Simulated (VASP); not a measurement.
Crystal: ZrB4C.

```
Zr B C
1.0
     0.00000    3.05914    3.05914
     3.05914    0.00000    3.05914
     3.05914    3.05914    0.00000
Zr B C
1 4 1
Direct
  0.25000 0.25000 0.25000
  0.64044 0.07867 0.64044
  0.07867 0.64044 0.64044
  0.64044 0.64044 0.07867
  0.64044 0.64044 0.64044
  0.00000 0.00000 0.00000
```

The cell was built by a generator and needn't be a form met in nature.

The cell isn't the ideal one: volume scaled by 1.08.

```yaml
Program: VASP 6.6.1
Task: relaxation of the atoms
Functional: PBEsol
Dispersion: D3
Potentials_or_basis: VASP PAW PBE potentials, release 64 (Zr_sv, B, C)
Cutoff: 500 eV
k_mesh: 8 × 8 × 8
Occupations: fermi-dirac, width 0.05 eV
Spin: no spin polarisation
Hubbard_terms: Zr d U = 4.5 eV, J = 1.0 eV
```

At the start: pressure -14.4 GPa; volume 9.54 Å³/atom.

**Question.** Where does the relaxation end?

**Answer.** Over 5 steps the energy falls by 7.0 meV/atom; space group F-43m (No. 216, to 0.05 Å).

The path:
| step | energy change (eV) | largest force (eV/Å) | pressure (GPa) |
| --- | --- | --- | --- |
| 1 | 0.0000 | 0.4319 | -14.37 |
| 2 | -0.0298 | 0.2697 | -13.08 |
| 3 | -0.0418 | 0.0404 | -11.35 |
| 4 | -0.0420 | 0.0094 | -11.59 |
| 5 | -0.0420 | 0.0040 | -11.53 |

Final structure:
```yaml
crystal:
  lattice:
    - [0.00000, 3.05914, 3.05914]
    - [3.05914, 0.00000, 3.05914]
    - [3.05914, 3.05914, 0.00000]
  atoms:
    - { symbol: Zr, position: [0.25000, 0.25000, 0.25000] }
    - { symbol: B, position: [0.64441, 0.06678, 0.64441] }
    - { symbol: B, position: [0.06678, 0.64441, 0.64441] }
    - { symbol: B, position: [0.64441, 0.64441, 0.06678] }
    - { symbol: B, position: [0.64440, 0.64440, 0.64440] }
    - { symbol: C, position: [0.00000, 0.00000, 0.00000] }
```

Caveat: the PAW data sets were made with another functional, which shifts forces and pressure a little; U without spin polarisation on a metal has little footing; pairwise dispersion overbinds metals, which lowers pressure and volume; the U is typed as a test and isn't derived for this compound.
